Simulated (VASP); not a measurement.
Method: TPSS meta-GGA, VASP's PBE PAW potentials (set 64) (plane waves; VASP 6.6.1).

Input for VASP

KPOINTS:
```
Automatic mesh
0
Gamma
1 1 1
0 0 0
```

INCAR:
```
ALGO = All
EDIFF = 1E-6
ENCUT = 520
ISMEAR = 0
ISPIN = 2
ISYM = 0
LASPH = .True.
LCHARG = .False.
LMIXTAU = .True.
LORBIT = 10
LREAL = .False.
LWAVE = .False.
MAGMOM = 2
METAGGA = TPSS
NELM = 200
NUPDOWN = 2
PREC = Normal
SIGMA = 0.01
SYSTEM = Si atom
```

POSCAR:
```
Si atom
1
   12.0000000000     0.0000000000     0.0000000000
    0.0000000000    12.5000000000     0.0000000000
    0.0000000000     0.0000000000    13.0000000000
Si
1
Direct
  0.0000000000   0.0000000000   0.0000000000
```

POTCAR, in this order: Si (PBE.64 set). Program: vasp_gam. Read from the step before: WAVECAR.

What VASP printed:

File OSZICAR:
```
       N       E                     dE             d eps       ncg     rms           ort
SDA:   1    -0.521074385118E+01   -0.52107E+01    0.00000E+00     7   0.364E-01   0.000E+00
CGA:   2    -0.522667992198E+01   -0.15936E-01   -0.16029E-01     7   0.718E-02  -0.585E-03
SDA:   3    -0.523732821656E+01   -0.10648E-01   -0.10662E-01     7   0.404E-01  -0.119E-01
CGA:   4    -0.533912717046E+01   -0.10180E+00   -0.10483E+00     7   0.609E-01  -0.531E-02
CGA:   5    -0.535223950065E+01   -0.13112E-01   -0.12021E-01     7   0.726E-01  -0.597E-02
CGA:   6    -0.536273256633E+01   -0.10493E-01   -0.10496E-01     7   0.439E-01  -0.447E-04
CGA:   7    -0.536899333473E+01   -0.62608E-02   -0.62723E-02     7   0.209E-01  -0.881E-04
CGA:   8    -0.537247223269E+01   -0.34789E-02   -0.34801E-02     7   0.139E-01  -0.267E-04
CGA:   9    -0.537509388182E+01   -0.26216E-02   -0.26212E-02     7   0.988E-02  -0.122E-04
CGA:  10    -0.537683931617E+01   -0.17454E-02   -0.17458E-02     7   0.559E-02   0.510E-06
CGA:  11    -0.537779533847E+01   -0.95602E-03   -0.95657E-03     7   0.299E-02   0.736E-05
CGA:  12    -0.537833582832E+01   -0.54049E-03   -0.54096E-03     7   0.179E-02   0.803E-05
CGA:  13    -0.537868621610E+01   -0.35039E-03   -0.35059E-03     7   0.122E-02   0.510E-05
CGA:  14    -0.537893769351E+01   -0.25148E-03   -0.25150E-03     7   0.865E-03   0.817E-06
CGA:  15    -0.537911392702E+01   -0.17623E-03   -0.17619E-03     7   0.559E-03  -0.234E-05
CGA:  16    -0.537922420043E+01   -0.11027E-03   -0.11021E-03     7   0.340E-03  -0.254E-05
CGA:  17    -0.537929340491E+01   -0.69204E-04   -0.69187E-04     7   0.224E-03  -0.112E-05
CGA:  18    -0.537934106952E+01   -0.47665E-04   -0.47667E-04     7   0.152E-03   0.369E-06
CGA:  19    -0.537937256425E+01   -0.31495E-04   -0.31507E-04     7   0.918E-04   0.107E-05
CGA:  20    -0.537939112038E+01   -0.18556E-04   -0.18570E-04     7   0.525E-04   0.865E-06
CGA:  21    -0.537940207757E+01   -0.10957E-04   -0.10960E-04     7   0.319E-04   0.372E-06
CGA:  22    -0.537940906196E+01   -0.69844E-05   -0.69844E-05     7   0.210E-04  -0.440E-08
CGA:  23    -0.537941379045E+01   -0.47285E-05   -0.47303E-05     7   0.148E-04  -0.165E-06
CGA:  24    -0.537941720172E+01   -0.34113E-05   -0.34139E-05     7   0.109E-04  -0.153E-06
CGA:  25    -0.537941972449E+01   -0.25228E-05   -0.25238E-05     7   0.791E-05  -0.619E-07
CGA:  26    -0.537942152693E+01   -0.18024E-05   -0.18023E-05     7   0.553E-05   0.216E-07
CGA:  27    -0.537942280877E+01   -0.12818E-05   -0.12812E-05     7   0.396E-05   0.563E-07
CGA:  28    -0.537942376754E+01   -0.95878E-06   -0.95796E-06     7   0.304E-05   0.469E-07
   1 F= -.53794238E+01 E0= -.53794238E+01  d E =-.782492E-19  mag=     2.0000
```

**OUTCAR**
```
------------------------ aborting loop because EDIFF is reached ----------------------------------------
  FORCE on cell =-STRESS in cart. coord.  units (eV):
  Direction    XX          YY          ZZ          XY          YZ          ZX
  --------------------------------------------------------------------------------------
  Total        0.0007078     -0.0007833      0.0000481     -0.0001553      0.0000401     -0.0001472
  in kB        0.0005816     -0.0006436      0.0000395     -0.0001276      0.0000329     -0.0001209
  external PRESSURE =      -0.0000075 kB  Pullay stress =       0.0000000 kB
  volume of cell :     1950.00
      direct lattice vectors                 reciprocal lattice vectors
    12.000000000  0.000000000  0.000000000     0.083333333  0.000000000  0.000000000
     0.000000000 12.500000000  0.000000000     0.000000000  0.080000000  0.000000000
     0.000000000  0.000000000 13.000000000     0.000000000  0.000000000  0.076923077
 POSITION                                       TOTAL-FORCE (eV/Angst)
 -----------------------------------------------------------------------------------
      0.00000      0.00000      0.00000         0.000002     -0.000009     -0.000048
 -----------------------------------------------------------------------------------
    total drift:                                0.000002     -0.000009     -0.000048
  FREE ENERGIE OF THE ION-ELECTRON SYSTEM (eV)
  ---------------------------------------------------
  free  energy   TOTEN  =        -5.3794237675 eV

  energy  without entropy=       -5.3794237675  energy(sigma->0) =       -5.37942377

 total charge

# of ion       s       p       d       tot
------------------------------------------
    1        0.953   0.593   0.000   1.546

 magnetization (x)

# of ion       s       p       d       tot
------------------------------------------
    1        0.019   0.593   0.000   0.613
```
(Selected blocks of OUTCAR.)

File OUTCAR:
```
 val. band max:       -4.6055858403   @ k =   0.0000   0.0000   0.0000

 cond. band min:      -4.0683026216   @ k =   0.0000   0.0000   0.0000


 Fermi energy:        -4.5430964956

 spin component 1

 k-point     1 :       0.0000    0.0000    0.0000
  band No.  band energies     occupation
      1     -11.4006      1.00000
      2      -4.6061      1.00000
      3      -4.6056      1.00000
      4      -4.0683      0.00000
      5      -0.4107      0.00000
      6       0.5766      0.00000
      7       0.6116      0.00000

 Fermi energy:        -9.4731695651

 spin component 2

 k-point     1 :       0.0000    0.0000    0.0000
  band No.  band energies     occupation
      1      -9.5453      1.00000
      2      -3.4979      0.00000
      3      -2.5208      0.00000
      4      -2.5194      0.00000
      5      -0.0496      0.00000
      6       0.8578      0.00000
      7       0.9350      0.00000
```

The atom may not be in its lowest state.

The cell is a free atom in a box.
